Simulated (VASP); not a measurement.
Consider the following.

```yaml
crystal:
  lattice:
    - [0.00000, 2.06020, 2.06020]
    - [2.06020, 0.00000, 2.06020]
    - [2.06020, 2.06020, 0.00000]
  atoms:
    - { symbol: Au, position: [0.00000, 0.00000, 0.00000] }
```

All values below come from PBEsol GGA, VASP's PBE PAW potentials (set 64) (plane waves; VASP). Run with 520 eV cut-off, 15×15×15 Γ-centred mesh, first-order Methfessel-Paxton smearing of 0.10 eV, potentials Au.

Unless said otherwise, spin-orbit coupling is left out, though it shifts the bands of the heavy elements here.

What does the run give for the energy per atom (σ→0), pressure, band gap (on the k-mesh) with the smallest direct gap where there is one?

* **band gap (on the k-mesh)**: none (metal, semimetal or under 0.01 eV)
* **energy per atom (σ→0)**: -3.916 eV/atom
* **pressure**: -4.76 GPa

Total energies compare only between runs with the same potentials, cut-off and functional.

The compound is Au in the fcc structure. This cell is one point of a volume scan, at 1.03 of the reference volume.
